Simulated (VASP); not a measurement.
All values below come from vdW-DF2, VASP's PBE PAW potentials (set 64) (plane waves; VASP 6.6.1).

The input files of a VASP run:

INCAR:
```
SYSTEM = Cu
PREC = Accurate
ENCUT = 520
EDIFF = 1E-7
NELM = 100
ALGO = Normal
LREAL = .FALSE.
LASPH = .TRUE.
ISMEAR = 1
SIGMA = 0.1
GGA = ML
ZAB_VDW = -1.8867
LUSE_VDW = .TRUE.
AGGAC = 0.0
LMAXMIX = 4
LWAVE = .FALSE.
LCHARG = .FALSE.
ISIF = 2
```

File POSCAR:
```
Cu
1
    0.0000000000     1.8560297114     1.8560297114
    1.8560297114     0.0000000000     1.8560297114
    1.8560297114     1.8560297114     0.0000000000
Cu
1
Direct
  0.0000000000   0.0000000000   1.0000000000
```

File KPOINTS:
```
Regular mesh
0
Gamma
17 17 17
0 0 0
```

POTCAR, in this order: Cu (PBE.64 set). Program: vasp_std.

**Question.** What does the run give for the energy per atom (σ→0), pressure, band gap (on the k-mesh)?

**Answer.** 
```json
{
 "energy per atom (σ→0)": "-0.367 eV/atom",
 "band gap (on the k-mesh)": "none (metal, semimetal or under 0.01 eV)",
 "pressure": "3.38 GPa"
}
```

**OSZICAR**
```
...
DAV:   7    -0.375685379246E+00    0.33813E+00   -0.23620E+00  3183   0.361E+01    0.433E-01
DAV:   8    -0.368315998536E+00    0.73694E-02   -0.81837E-03  3376   0.187E+00    0.310E-01
DAV:   9    -0.366788739227E+00    0.15273E-02   -0.11398E-02  3671   0.229E+00    0.388E-02
DAV:  10    -0.366788675744E+00    0.63483E-07   -0.16913E-04  3765   0.248E-01    0.575E-03
DAV:  11    -0.366792891209E+00   -0.42155E-05   -0.15370E-05  3474   0.782E-02    0.427E-03
DAV:  12    -0.366791421589E+00    0.14696E-05   -0.14697E-06  3418   0.211E-02    0.479E-04
DAV:  13    -0.366791343499E+00    0.78090E-07   -0.57973E-08  2393   0.389E-03
   1 F= -.36679134E+00 E0= -.36663819E+00  d E =-.459475E-03
```

The compound is Cu in the fcc structure. This cell is one point of a volume scan, at 0.97 of the reference volume.
